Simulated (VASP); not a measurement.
```
CELL_PARAMETERS angstrom
      2.88000     0.00000     0.00000
      0.00000     2.88000     0.00000
      0.00000     0.00000     2.88000
ATOMIC_POSITIONS crystal
  Cr 0.00000 0.00000 0.00000
  Cr 0.50000 0.50000 0.50000
```
Starting moments (μB, in the order of the record's atoms Cr Cr): 1.5 -1.5.

The base run (VASP): PBE GGA, plane waves, VASP's PBE PAW potentials (set 64). Numerical set-up: 400 eV cut-off, 11×11×11 Γ-centred mesh, first-order Methfessel-Paxton smearing of 0.10 eV, potentials Cr_pv.

One setting is varied; ΔE counts from the most expensive setting. The base run took about 60 core-seconds. Times come from single runs on busy shared machines, so they are rough: good to a factor of about 2.

Pressures at a finite cut-off, here 400 eV, hold a Pulay part, which wasn't tested here.

```tsv
setting	cost over the base run	electronic steps	ΔE (meV/atom)	pressure (GPa)
KGAMMA = .TRUE., KSPACING = 0.5, KPOINTS file removed	about 1/3	16	9.6	-2.59
KGAMMA = .TRUE., KSPACING = 0.6, KPOINTS file removed	about 1/3	22	-29.6	-11.59
KGAMMA = .TRUE., KSPACING = 0.8, KPOINTS file removed	about 1/2	29	62.9	-8.38
KGAMMA = .FALSE., KSPACING = 0.3, KPOINTS file removed	within a factor of 2	16	-2.0	-3.81
base run	reference	16	-1.7	-4.28
KGAMMA = .TRUE., KSPACING = 0.16, KPOINTS file removed	within a factor of 2	16	0.0	-4.16
```

Left out are runs that failed, have no time on record or changed the cell.

The compound is Cr in the bcc, AFM order structure. The cell was not relaxed at this level.
